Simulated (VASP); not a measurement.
Input of a VASP 6.6.1 run:

File POSCAR:

```
InSb
1.0
    0.0000000000      3.2782339336      3.2782339336
    3.2782339336      0.0000000000      3.2782339336
    3.2782339336      3.2782339336      0.0000000000
  In              Sb
     1     1
Direct
     0.0000000000000000    0.0000000000000000    0.0000000000000000
     0.2500000000000000    0.2500000000000000    0.2500000000000000
```

The input INCAR.step1:

```
PREC = Accurate
ENCUT = 600
EDIFF = 1E-8
ISMEAR = 0
SIGMA = 0.03
LREAL = False
LASPH = True
NELM = 80
ALGO = Normal
ISIF = 3
LWAVE = False
LCHARG = False
METAGGA = R2SCAN
LMIXTAU = True
IBRION = 2
NSW = 40
EDIFFG = -0.002
```

Contents of INCAR.step2:

```
PREC = Accurate
ENCUT = 600
EDIFF = 1E-8
ISMEAR = 0
SIGMA = 0.03
LREAL = False
LASPH = True
NELM = 80
ALGO = Normal
ISIF = 2
LWAVE = False
LCHARG = False
METAGGA = R2SCAN
LMIXTAU = True
IBRION = 6
NFREE = 2
POTIM = 0.015
NSW = 1
```

The input KPOINTS:

```
Automatic mesh
0
Gamma
  10 10 10
```

Potentials or basis: VASP PAW PBE potentials, release 64 (In_d, Sb).

The run is started by

```sh
$ cat potpaw_PBE.64/In_d/POTCAR potpaw_PBE.64/Sb/POTCAR > POTCAR
$ cp INCAR.step1 INCAR
$ mpirun -np 1 vasp_std > vasp.out
$ cp CONTCAR POSCAR
$ cp INCAR.step2 INCAR
$ mpirun -np 1 vasp_std > vasp.out
```

(1) What does it give for the highest phonon frequency at Γ, LO-TO splitting left out?

Results:

(1) 173 cm⁻¹.
